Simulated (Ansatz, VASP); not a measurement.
## Two plane-wave programs on SbW2

```
Sb W
1.0
     0.00000    3.13301    3.13301
     3.13301    0.00000    3.13301
     3.13301    3.13301    0.00000
Sb W
1 2
Direct
  0.50000 0.50000 0.50000
  0.25000 0.25000 0.25000
  0.75000 0.75000 0.75000
```

The cell was built by a generator and needn't be a form met in nature.

Alike in both runs: task relaxation of cell and atoms; functional PBE; k mesh 7 × 7 × 7; occupations fermi-dirac, width 0.05 eV; no spin polarisation.

|  | VASP | Ansatz |
| --- | --- | --- |
| version | VASP 6.6.1 | Ansatz 0.2.0 |
| potentials or method | VASP PAW PBE potentials, release 64 (Sb, W_sv) | Ansatz PAW |
| plane-wave cutoff (eV) | 600 | 420 |
| valence electrons in the cell | 33 | 43 |

Ansatz gave:

```
gap on the k mesh at the Fermi level, each at its own relaxed structure (eV) : none
relaxed volume (Å³/atom)                                                     : 20.50
relaxed cell length with the largest relative difference (Å)                 : 4.431
```

**Question.** Estimate VASP's values.

**Answer.** gap on the k mesh at the Fermi level, each at its own relaxed structure (eV): none; relaxed volume (Å³/atom): 20.53; relaxed cell length with the largest relative difference (Å): 4.433.

A gap of «none» marks a metal or a gap that the smearing closes. The two sets of potentials don't hold the same shells in valence.

Caveats: the bands computed are all filled at some k points, so no gap is given (VASP); the plane-wave basis is chosen anew once the cell has moved, so the energies of steps on either side of that aren't comparable (Ansatz). The runs have no spin-orbit coupling, so splittings on Sb, W are missing.
